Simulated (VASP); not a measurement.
A VASP calculation is set up with these files.

### POSCAR
```
LaSe
1.0
  0.0000000000   3.3405460241   3.3405460241
  3.3405460241   0.0000000000   3.3405460241
  3.3405460241   3.3405460241   0.0000000000
La Se
1 1
Direct
  0.0000000000   0.0000000000   0.0000000000
  0.2500000000   0.2500000000   0.2500000000
```

### INCAR
```
SYSTEM = LaSe
PREC = Accurate
ENCUT = 400
EDIFF = 1E-6
NELM = 100
ALGO = Normal
LREAL = .FALSE.
LASPH = .TRUE.
ISMEAR = 1
SIGMA = 0.1
GGA = PS
LMAXMIX = 6
LWAVE = .FALSE.
LCHARG = .FALSE.
IBRION = 2
ISIF = 3
NSW = 60
EDIFFG = -0.01
```

### KPOINTS
```
Automatic mesh
0
Gamma
9 9 9
0 0 0
```

POTCAR, in this order: La Se (PBE.64 set). Program: vasp_std.

Problem. Write an equivalent input for Ansatz.

Solution. One equivalent input (not run):
Ansatz 0.2 input:
```yaml
crystal:
  lattice:
    - [0.0000000, 3.3405460, 3.3405460]
    - [3.3405460, 0.0000000, 3.3405460]
    - [3.3405460, 3.3405460, 0.0000000]
  atoms:
    - { symbol: La, position: [0.0000000, 0.0000000, 0.0000000] }
    - { symbol: Se, position: [0.2500000, 0.2500000, 0.2500000] }
kpoints:
  mp_grid: { grid: [9, 9, 9] }
hamiltonian:
  xc: pbesol
  pseudopotentials: { kind: paw }
scf:
  occupations: { method: methfessel_paxton, width: 0.1 }
  max_iter: 100
relax:
  max_steps: 60
  f_tol: 0.01
  cell: {}
output: { forces: true, stress: true, eigenvalues: true }
```
What does not carry over: each code has its own PAW files, so the cut-off isn't converted (ENCUT is set for VASP's; basis.ecutwfc is left out, and Ansatz then takes the one that its files recommend); Ansatz stops its SCF on the density residual and VASP on the energy change (EDIFF).

The structure was generated: LaSe was put into the zinc blende type (F-43m), which need not be its known phase. It was relaxed first, which changed the volume by -31 %. The start is the result of an earlier pass.
